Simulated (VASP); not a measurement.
Crystal: RuSe.

```
Ru Se
1.0
     3.18769    0.00000    0.00000
     0.00000    3.18769    0.00000
     0.00000    0.00000    3.18769
Ru Se
1 1
Direct
  0.00000 0.00000 0.00000
  0.50000 0.50000 0.50000
```

The cell comes from a database or a generator and needn't be the stable form of this composition.

* Program: VASP 6.6.1
* Task: relaxation of cell and atoms
* Functional: PW91
* Potentials or basis: VASP PAW PBE potentials, release 64 (Ru_pv, Se)
* Cutoff: 600 eV
* k mesh: 8 × 8 × 8
* Occupations: fermi-dirac, width 0.05 eV
* Spin: no spin polarisation

At the start: pressure -7.5 GPa; volume 16.20 Å³/atom.

Problem. How do energy, volume and symmetry change on relaxing?

Solution. Over 4 steps the energy falls by 19.2 meV/atom and the volume is 15.42 Å³/atom (-4.8 %); space group Pm-3m (No. 221, to 0.05 Å).

Step by step:
| step | energy change (eV) | largest force (eV/Å) | pressure (GPa) | volume (Å³) |
| --- | --- | --- | --- | --- |
| 1 | 0.0000 | 0.0000 | -7.55 | 32.39 |
| 2 | 0.0341 | 0.0000 | 13.05 | 28.95 |
| 3 | -0.0383 | 0.0000 | -0.12 | 30.87 |
| 4 | -0.0383 | 0.0000 | 0.05 | 30.84 |

Final structure:
```yaml
crystal:
  lattice:
    - [3.13585, 0.00000, 0.00000]
    - [0.00000, 3.13585, 0.00000]
    - [0.00000, 0.00000, 3.13585]
  atoms:
    - { symbol: Ru, position: [0.00000, 0.00000, 0.00000] }
    - { symbol: Se, position: [0.50000, 0.50000, 0.50000] }
```

Caveat: the PAW data sets were made with another functional, which shifts forces and pressure a little.
